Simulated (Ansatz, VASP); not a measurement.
**Ni (Nickel) in two plane-wave programs**

Aim: how closely do two programs agree when they are given the same cell, functional and k mesh? The cell is taken from a series of runs on this material, whose earlier steps may have relaxed, scaled, displaced or heated it; both programs get it as it stands.

Main program and level: Ansatz 0.2.0; plane waves, with VASP 6.6.1 beside it; PBE.

### 1. Set-up

Symmetry: Fm-3m, No. 225, cubic system. The conventional cell has a = 3.298 Å, b = 3.298 Å, c = 3.298 Å, α = 90.00°, β = 90.00°, γ = 90.00°. Nearest to Ni lie 12 Ni at 2.33 Å.

### 2. Ansatz: single point, PBE, pair 1

Ansatz runs on its PAW soft_1 files.

With cell and atoms fixed, the geometry can't cause a difference; cores, projectors, grids and the points listed under the comparison can.

input.yaml reads:

```yaml
crystal:
  lattice:
    - [0.0, 1.64915383, 1.64915383]
    - [1.64915383, 0.0, 1.64915383]
    - [1.64915383, 1.64915383, 0.0]
  atoms:
    - { symbol: Ni, position: [0.0, 0.0, 0.0], spin: 1.0 }
magnetization:
  spin_polarized: true
kpoints:
  mp_grid: { grid: [20, 20, 20] }
hamiltonian:
  xc: pbe
  pseudopotentials: { kind: paw, azcp: { folder: soft_1 } }
scf:
  occupations: { method: fermi_dirac, width: 0.05 }
  max_iter: 120
  convergence: { dr2_threshold: 1.0e-08 }
  lower_state_search: "off"
basis:
  ecutwfc: 420.0
output:
  stress: true
```

Run with:

```console
> ansatz run input.yaml --threads 1 --pin off --max-ram 2560MiB --backend cpu --events-out ev --progress --plain --runs-dir out
```

Numbers of over 12 decimals in the logs are rounded to 6 here.

The program printed:

```text
Warning: output.stress: scf.convergence.dr2_threshold = 1e-8 eV is looser than the 1e-10 eV advised for a printed stress (1e-10 eV for each atom of the cell: 1). What an SCF threshold leaves in a stress goes as its square root, and in the free energy as the threshold itself, and one threshold admits the most on a small cell: [figures from the program's tests cut] Set scf.convergence.dr2_threshold to 1e-10 eV or tighter. The threshold is an SCF's pass mark: one that does not reach it within its budget of iterations ends unconverged, or closes short of it on a stop that the run arms, and scf.convergence.dr2_threshold's page says what that costs each kind of run
Engine: ansatz 0.2.0, aarch64-unknown-linux-gnu
Pseudopotentials: kind: paw
Pseudopotential: Ni, paw, valence charge 18, recommended cutoff 420 eV (normal), soft_1/Ni.paw.azcp
Functional definition: PBE
  parameter kappa = 0.804
  parameter beta = 0.066725
  exchange = pbe_x(kappa = kappa, mu = beta*pi^2/3)
  correlation = pbe_c(beta = beta)
Crystal: 1 atoms, lattice volume = 8.970 Å³
Basis set: ecut = 420 eV, 169 PW (Γ)
Bands: 14, of which v1, the nominal top of the filled ones, is band 9 counted from 1 (8 counted from 0)
Symmetry: 48 space group operations
Space group: Fm-3m (ITA 225), of the structure as read, at distance tolerance 2.1e-5 Å
Magnetic group: BNS 225.116 (UNI 1618), of the structure as read, at distance tolerance 2.1e-5 Å
k-points: 256 of 8000
Non-local potential: Ni, projectors of the file, l = 0: 3, l = 1: 2, l = 2: 3, l = 3: 1
PAW form: soft (Blöchl's): semilocal exchange-correlation on the pseudo side does not see the compensation charge
PAW one-centre angular grid: Ni, 590 points (default); XC on 64 Gauss nodes
Initial density: superposition of atomic densities (chi_scale 0.1, normalization cell)
Starting moments: Σ|m| = 1 μB on 1 of 1 site
Initial wavefunctions: pseudopotential atomic-orbital guess
Functional: x = pbe(κ = 0.804, μ = 0.219515), c = pbe(β = 0.066725)
iter 1 solved again at ethr=1.86e-4 eV; its pass at ethr=3.10e-3 eV (dr2=3.36e-2 eV) is discarded
SCF iter   1: F=—  HF=-5839.423132 eV  |F-HF|=—  |Δ(HF+E_count)|=         —  Δρ=4.15e-2 (↑4.15e-2 ↓2.62e-2)  dr2=3.37e-2  dr2_m=8.26e-2  M=0.663 μB ∫|m|=0.693 μB  β_m=0.30  ethr=1.86e-4  ⟨swp⟩=1.1  Hψ=42827  notcnv=0
preconditioner: auto → none  [metal: Δε(μ)=0.010 eV  Ē_g=19.180 eV  σ=0.050 eV  W_gap=0.05  n_scr=0 (ndim 8)  ℏωp=39.2 eV  f_vac=0.000  D(μ)=1.28/eV (n_scr^D=14)]
SCF iter   2: F=—  HF=-5839.413565 eV  |F-HF|=—  |Δ(HF+E_count)|=   9.57e-3  Δρ=2.73e-2 (↑2.27e-2 ↓2.73e-2)  dr2=2.40e-3  dr2_m=4.86e-2  M=0.645 μB ∫|m|=0.685 μB  β_m=0.30  ethr=1.86e-4  ⟨swp⟩=2.8  Hψ=12190  notcnv=0
SCF iter   3: F=—  HF=-5839.415172 eV  |F-HF|=—  |Δ(HF+E_count)|=   1.61e-3  Δρ=1.86e-2 (↑1.83e-2 ↓1.86e-2)  dr2=1.19e-3  dr2_m=2.64e-2  M=0.636 μB ∫|m|=0.683 μB  β_m=0.30  ethr=1.33e-5  ⟨swp⟩=2.6  Hψ=14699  notcnv=0
SCF iter   4: F=—  HF=-5839.416777 eV  |F-HF|=—  |Δ(HF+E_count)|=   1.61e-3  Δρ=1.55e-2 (↑1.24e-2 ↓1.55e-2)  dr2=8.78e-4  dr2_m=1.59e-2  M=0.625 μB ∫|m|=0.677 μB  β_m=0.30  ethr=6.60e-6  ⟨swp⟩=2.4  Hψ=14662  notcnv=0
SCF iter   5: F=—  HF=-5839.419713 eV  |F-HF|=—  |Δ(HF+E_count)|=   2.94e-3  Δρ=1.17e-2 (↑9.29e-3 ↓1.17e-2)  dr2=4.16e-4  dr2_m=8.97e-3  M=0.619 μB ∫|m|=0.675 μB  β_m=0.30  ethr=4.88e-6  ⟨swp⟩=1.5  Hψ=8471  notcnv=0
SCF iter   6: F=—  HF=-5839.421412 eV  |F-HF|=—  |Δ(HF+E_count)|=   1.70e-3  Δρ=7.94e-3 (↑7.61e-3 ↓7.94e-3)  dr2=6.93e-6  dr2_m=4.97e-3  M=0.615 μB ∫|m|=0.674 μB  β_m=0.30  ethr=2.31e-6  ⟨swp⟩=1.0  Hψ=7225  notcnv=0
Mixer restart at iter 6: flushing history
spin-set hold released at iteration 6 (site moments contracting): the magnetisation degrees of freedom join the quasi-Newton model from the next iteration; the mixer history was flushed
SCF iter   7: F=—  HF=-5839.422340 eV  |F-HF|=—  |Δ(HF+E_count)|=   9.28e-4  Δρ=5.95e-3 (↑5.74e-3 ↓5.95e-3)  dr2=3.16e-6  dr2_m=2.81e-3  M=0.611 μB ∫|m|=0.673 μB  β_m=0.65  ethr=3.85e-8  ⟨swp⟩=2.1  Hψ=12002  notcnv=0
SCF iter   8: F=—  HF=-5839.423523 eV  |F-HF|=—  |Δ(HF+E_count)|=   1.18e-3  Δρ=4.94e-4 (↑8.59e-5 ↓4.94e-4)  dr2=1.12e-5  dr2_m=4.82e-6  M=0.600 μB ∫|m|=0.669 μB  β_m=0.76  ethr=1.76e-8  ⟨swp⟩=2.8  Hψ=13435  notcnv=0
SCF iter   9: F=—  HF=-5839.423538 eV  |F-HF|=—  |Δ(HF+E_count)|=   1.50e-5  Δρ=5.89e-4 (↑5.60e-4 ↓5.89e-4)  dr2=5.81e-5  dr2_m=3.04e-7  M=0.601 μB ∫|m|=0.669 μB  β_m=0.55  ethr=1.76e-8  ⟨swp⟩=2.4  Hψ=12438  notcnv=0  recentre
SCF iter  10: F=—  HF=-5839.423524 eV  |F-HF|=—  |Δ(HF+E_count)|=   1.40e-5  Δρ=1.39e-4 (↑4.03e-5 ↓1.39e-4)  dr2=9.71e-7  dr2_m=3.63e-7  M=0.600 μB ∫|m|=0.668 μB  β_m=0.69  ethr=1.76e-8  ⟨swp⟩=2.1  Hψ=12097  notcnv=0
iter 11 did not close the SCF: its close was put off for a magnetic moment that had not settled (scf_convergence_deferred on its scf_iter line)
SCF iter  11: F=-5839.423524 eV  HF=-5839.423524 eV  |F-HF|=1.20e-8  |Δ(HF+E_count)|=   3.76e-7  Δρ=1.19e-5 (↑9.16e-6 ↓1.19e-5)  dr2=4.79e-10  dr2_m=8.93e-9  M=0.600 μB ∫|m|=0.668 μB  β_m=0.84  ethr=5.56e-11  ⟨swp⟩=3.7  Hψ=29497  notcnv=0
iter 12 met the thresholds in force, and the SCF goes on: an eigenvalue changes by 0.27 meV, over its tolerance of 0.16 meV (output.eigenvalues, Limitations)
SCF iter  12: F=-5839.423524 eV  HF=-5839.423524 eV  |F-HF|=2.13e-9  |Δ(HF+E_count)|=   1.77e-8  Δρ=5.73e-6 (↑5.73e-6 ↓1.10e-6)  dr2=1.74e-9  dr2_m=5.82e-10  M=0.600 μB ∫|m|=0.668 μB  β_m=0.86  ethr=2.66e-12  ⟨swp⟩=2.3  Hψ=25653  notcnv=0
SCF iter  13: F=-5839.423524 eV  HF=-5839.423524 eV  |F-HF|=5.91e-11  |Δ(HF+E_count)|=  1.03e-10  Δρ=1.99e-6 (↑2.87e-7 ↓1.99e-6)  dr2=1.34e-10  dr2_m=1.01e-10  M=0.600 μB ∫|m|=0.668 μB  ethr=2.66e-12  ⟨swp⟩=2.2  Hψ=24403  notcnv=0
SCF 1 converged in 13 iterations: F = -5839.423524 eV  dr2 = 1.34e-10
  greatest PAW one-centre occupation: 1.001 electrons in one spin orbital (limit 2), on the Ni atom at site 0 (counted from 0), in its partial waves of l = 1
SCF converged after 13 iterations
an eigenvalue changed by more than its tolerance at an iteration that met the thresholds in force, so the SCF went on 1 time: the last check found none over its tolerance
Magnetization: 0.6003 μB (9.3001 up, 8.6999 down)
Absolute magnetization: 0.6695 μB (∫|ρ↑−ρ↓|, with the PAW one-centre terms)
Spin contamination: 0.0044 ħ² per cell (⟨S²⟩ above its minimum at these occupations)
Per-site moments (μB) at R_I (Å): [(0.630700, 0.962055)]
Free energy (F): -5839.423524 eV
Harris-Foulkes:  -5839.423524 eV  (|F-HF|=5.91e-11)
Internal energy: -5839.411962 eV  (E = F + TS)
E sigma→0 (E₀):  -5839.417743 eV
Entropy (-TS):   -0.011563 eV (-11.563 meV/atom)
Fermi energy:    22.754020 eV
--- Per-component energies (eV) ---
  E_band       = -210.718174
  E_kinetic    = 344.457739
  E_local      = -2413.960231  (includes V_loc(G=0)·N_el)
  E_nonlocal   = -117.407611
  E_hartree    = 1361.745414
  E_xc         = -114.877343
  E_vxc        = -148.373904  (∫ρ·V_xc dr)
  E_paw        = -1656.706858  (= ΣΔE_a)
  E_vpaw       = -598.924883  (= ΣTr[D̂ρ^β])
  E_aug_tail   = 0.000750  (compensation charges beyond the density's cutoff)
  E_ewald      = -3242.663823
  E_smearing   = -0.011563  (= −TS)
  E_closure    = 0.000000  (closes the sum)
  Σ components = -5839.423524   (vs F -5839.423524, Δ=0.00e0)
--- Stress (GPa, compression-positive) ---
       61.947748       0.000000       0.000000
       -0.000000      61.947748      -0.000000
       -0.000000      -0.000000      61.947748
  P = ⅓ Tr σ = 61.9477 GPa (619.477 kbar)
```

The run ends at a pressure of 61.95 GPa.

### 3. VASP: single point, PBE, pair 1

The same cell, functional, mesh and smearing now go to VASP, with its own data sets.

Lines of VASP's logs that name or quote its potential files are left out, and so is its time.

INCAR reads:

```
SYSTEM = Ni
PREC = Accurate
ENCUT = 600
EDIFF = 1E-06
NELM = 200
ISMEAR = -1
SIGMA = 0.05
LREAL = .FALSE.
ALGO = Normal
GGA = PE
NBANDS = 12
ISPIN = 2
MAGMOM = 0.63
LASPH = .TRUE.
LMAXMIX = 4
LORBIT = 11
LWAVE = .FALSE.
LCHARG = .FALSE.
ISIF = 2
GGA_COMPAT = .FALSE.
```

POSCAR reads:

```
Ni
1.0
    0.0000000000      1.6491538300      1.6491538300
    1.6491538300      0.0000000000      1.6491538300
    1.6491538300      1.6491538300      0.0000000000
Ni
1
Direct
    0.0000000000      0.0000000000      0.0000000000
```

KPOINTS reads:

```
Automatic mesh
0
Gamma
20 20 20
0 0 0
```

PAW data sets: Ni (PBE family, release 64).

Run with:

```console
> mpirun -np 1 vasp_std
```

The program printed:

```text
[banner, memory and clock lines left out]
running    1 mpi-ranks, on    1 nodes
 distrk:  each k-point on    1 cores,    1 groups
 distr:  one band on    1 cores,    1 groups

 POSCAR found type information on POSCAR Ni
 POSCAR found :  1 types and       1 ions
 LDA part: xc-table for (Slater+PW92), standard interpolation
 POSCAR, INCAR and KPOINTS ok, starting setup
 FFT: planning ... GRIDC
 FFT: planning ... GRID_SOFT
 FFT: planning ... GRID
 WAVECAR not read
 entering main loop
       N       E                     dE             d eps       ncg     rms          rms(c)
DAV:   1     0.341275937718E+02    0.34128E+02   -0.50103E+03 12936   0.125E+03
DAV:   2    -0.490627471912E+01   -0.39034E+02   -0.36675E+02 13096   0.192E+02
DAV:   3    -0.614610983349E+01   -0.12398E+01   -0.12232E+01 14096   0.362E+01
DAV:   4    -0.615508928634E+01   -0.89795E-02   -0.89768E-02 14196   0.287E+00
DAV:   5    -0.615522871062E+01   -0.13942E-03   -0.13942E-03 14796   0.335E-01    0.124E+01
DAV:   6    -0.535325823661E+01    0.80197E+00   -0.97414E+00 16048   0.440E+01    0.494E+00
DAV:   7    -0.519983874579E+01    0.15342E+00   -0.10976E+00 15600   0.143E+01    0.283E+00
DAV:   8    -0.517616138144E+01    0.23677E-01   -0.28726E-02 17864   0.155E+00    0.897E-01
DAV:   9    -0.517502346142E+01    0.11379E-02   -0.66890E-04 18612   0.192E-01    0.252E-01
DAV:  10    -0.517482928225E+01    0.19418E-03   -0.11847E-04 19216   0.730E-02    0.708E-02
DAV:  11    -0.517481596152E+01    0.13321E-04   -0.60403E-05 16916   0.737E-02    0.298E-02
DAV:  12    -0.517481627871E+01   -0.31719E-06   -0.14884E-06 11548   0.145E-02
   1 F= -.51748163E+01 E0= -.51688401E+01  d E =-.119523E-01  mag=     0.5911
```

From OUTCAR (step 3):

```text
ion  position               nearest neighbor table
   1  0.000  0.000  0.000-

  LATTYP: Found a face centered cubic cell.
 ALAT       =     3.2983076600

 Subroutine GETGRP returns: Found 48 space group operations
 (whereof 48 operations were pure point group operations)

The static configuration has the point symmetry O_h .

 Found    256 irreducible k-points:

   k-points           NKPTS =    256   k-points in BZ     NKDIM =    256   number of bands    NBANDS=     12

   dimension x,y,z NGX =    20 NGY =   20 NGZ =   20
   dimension x,y,z NGXF=    40 NGYF=   40 NGZF=   40

   ENCUT  =  600.0 eV  44.10 Ry    6.64 a.u.   4.66  4.66  4.66*2*pi/ulx,y,z

   NELECT =      10.0000    total number of electrons

 k-points in reciprocal lattice and weights: Automatic mesh
   0.00000000  0.00000000  0.00000000       0.000
   0.05000000  0.00000000  0.00000000       0.001
   0.10000000  0.00000000  0.00000000       0.001
   0.15000000  0.00000000  0.00000000       0.001
   0.20000000  0.00000000  0.00000000       0.001
   0.25000000  0.00000000  0.00000000       0.001
   0.30000000  0.00000000  0.00000000       0.001
   0.35000000  0.00000000  0.00000000       0.001
   0.40000000  0.00000000  0.00000000       0.001
[...]
-0.30000000  0.50000000  0.20000000       0.002
  -0.25000000  0.50000000  0.25000000       0.001

 average (electrostatic) potential at core
       1 -79.3338

 E-fermi :  12.4045

 spin component 1
 k-point     1 :       0.0000    0.0000    0.0000
  band No.  band energies     occupation
    ...
      2       9.4288      1.00000
      3       9.4288      1.00000
      4       9.4288      1.00000
      5      10.9635      1.00000
      6      10.9636      1.00000
      7      37.7367      0.00000
      8      43.1558      0.00000
      9      43.1558      0.00000
     10      43.1558      0.00000
     11      47.0201      0.00000
    ...

 k-point     2 :       0.0500    0.0000    0.0000
  band No.  band energies     occupation
    ...
      2       9.3933      1.00000
      3       9.4581      1.00000
      4       9.4581      1.00000
      5      10.9499      1.00000
      6      10.9499      1.00000
      7      37.5541      0.00000
      8      41.6779      0.00000
      9      42.9798      0.00000
     10      42.9798      0.00000
     11      47.2951      0.00000
    ...

 k-point     3 :       0.1000    0.0000    0.0000
  band No.  band energies     occupation
    ...
      2       9.2955      1.00000
      3       9.5372      1.00000
      4       9.5372      1.00000
      5      10.9180      1.00000
      6      10.9180      1.00000
      7      36.5663      0.00000
      8      39.8438      0.00000
      9      42.5778      0.00000
     10      42.5778      0.00000
     11      47.6371      0.00000
    ...

 k-point     4 :       0.1500    0.0000    0.0000
  band No.  band energies     occupation
    ...
      2       9.1610      1.00000
      3       9.6374      1.00000
      4       9.6374      1.00000
      5      10.8961      1.00000
      6      10.8961      1.00000
      7      34.3389      0.00000
      8      39.0499      0.00000
      9      42.1266      0.00000
     10      42.1266      0.00000
     11      47.5224      0.00000
    ...

 k-point     5 :       0.2000    0.0000    0.0000
  band No.  band energies     occupation
    ...
      2       9.0345      1.00000
      3       9.7108      1.00000
      4       9.7108      1.00000
      5      10.9300      1.00000
      6      10.9300      1.00000
      7      31.6574      0.00000
      8      38.5862      0.00000
      9      41.7131      0.00000
     10      41.7131      0.00000
     11      47.6759      0.00000
    ...

 k-point     6 :       0.2500    0.0000    0.0000
  band No.  band energies     occupation
    ...
      2       8.9879      1.00000
      3       9.7161      1.00000
      4       9.7161      1.00000
      5      11.0554      1.00000
      6      11.0554      1.00000
      7      28.9537      0.00000
      8      38.0698      0.00000
      9      41.3661      0.00000
     10      41.3661      0.00000
     11      47.1574      0.00000
    ...

  Total        3.4161501      3.4161501      3.4161501     -0.0000000     -0.0000000      0.0000000
  in kB      610.1463650    610.1463650    610.1463650     -0.0000000     -0.0000000      0.0000000
  external PRESSURE =     610.1463650 kB  Pullay stress =       0.0000000 kB

  energy-cutoff  :      600.00
  volume of cell :        8.97
      direct lattice vectors                 reciprocal lattice vectors
     0.000000000  1.649153830  1.649153830    -0.303185786  0.303185786  0.303185786
     1.649153830  0.000000000  1.649153830     0.303185786 -0.303185786  0.303185786
     1.649153830  1.649153830  0.000000000     0.303185786  0.303185786 -0.303185786

 POSITION                                       TOTAL-FORCE (eV/Angst)
 -----------------------------------------------------------------------------------
      0.00000      0.00000      0.00000         0.000000      0.000000     -0.000000
 -----------------------------------------------------------------------------------
    total drift:                               -0.000000     -0.000000     -0.000000

  FREE ENERGIE OF THE ION-ELECTRON SYSTEM (eV)
  ---------------------------------------------------
  free  energy   TOTEN  =        -5.1748162787 eV

  energy  without entropy=       -5.1628639307  energy(sigma->0) =       -5.16884010

 total charge
# of ion       s       p       d       tot
------------------------------------------
    1        0.593   0.698   8.439   9.730

 magnetization (x)
# of ion       s       p       d       tot
------------------------------------------
    1       -0.006  -0.026   0.618   0.585

[... 6 further parts left out ...]
```

The cell holds one magnetic atom, so no antiferromagnetic order fits into it.

### 4. Differences

Known differences besides the potentials themselves: VASP starts from the moments at which Ansatz ended; the data sets hold 18 valence electrons in Ansatz (on its PAW soft_1 files) and 10 in VASP; the cutoff is 420 eV in Ansatz and 600 eV in VASP; site moments are counted in spheres of each program's own size. Total energies have different zeros and are not compared.

Compared:

```tsv
quantity	Ansatz	VASP	difference
pressure (GPa)	61.95	61.01	+0.93
total moment (μB)	0.60	0.59	+0.01
moment on Ni1 (μB)	0.63	0.58	+0.05
```

### 5. Ansatz: single point, PBE, pair 2

With cell and atoms fixed, the geometry can't cause a difference; cores, projectors, grids and the points listed under the comparison can. The cell compared in this pair holds 9.63 Å³, against 8.97 Å³ for the pair before.

The cell is taken from a series of runs on this material, whose earlier steps may have relaxed, scaled, displaced or heated it; both programs get it as it stands.

Edit input.yaml of step 2 so:

```diff
@@ -2,5 +2,5 @@
   lattice:
-    - [0.0, 1.64915383, 1.64915383]
-    - [1.64915383, 0.0, 1.64915383]
-    - [1.64915383, 1.64915383, 0.0]
+    - [0.0, 1.68843407, 1.68843407]
+    - [1.68843407, 0.0, 1.68843407]
+    - [1.68843407, 1.68843407, 0.0]
   atoms:
```

Run with:

```console
> ansatz run input.yaml --threads 1 --pin off --max-ram 2560MiB --backend cpu --events-out ev --progress --plain --runs-dir out
```

The program printed:

```text
[...]
Crystal: 1 atoms, lattice volume = 9.627 Å³
Basis set: ecut = 420 eV, 169 PW (Γ)
Bands: 14, of which v1, the nominal top of the filled ones, is band 9 counted from 1 (8 counted from 0)
Symmetry: 48 space group operations
[...]
k-points: 256 of 8000
[...]
Internal energy: -5839.602872 eV  (E = F + TS)
E sigma→0 (E₀):  -5839.608965 eV
Entropy (-TS):   -0.012187 eV (-12.187 meV/atom)
Fermi energy:    20.889969 eV
[...]
--- Stress (GPa, compression-positive) ---
       33.286641      -0.000000      -0.000000
        0.000000      33.286641       0.000000
       -0.000000      -0.000000      33.286641
  P = ⅓ Tr σ = 33.2866 GPa (332.866 kbar)
[key lines of the parts left out:]
SCF converged after 13 iterations
Magnetization: 0.6160 μB (9.3080 up, 8.6920 down)
Free energy (F): -5839.615059 eV
```

The run ends at a pressure of 33.29 GPa.

[end of part 1 of 2]

[Lines on the potential files, build, host, timing and source positions are cut from VASP's logs without a mark.]

[Logs are printed without paths, hosts, clocks, repeated set-up lines and the standing remarks that a program may print on its own settings, such as how far it seeks lower states.]

[Hosts, paths, dates, database ids (printed as entryN), source tags and the programs' standing remarks are cut or masked in the printed files.]
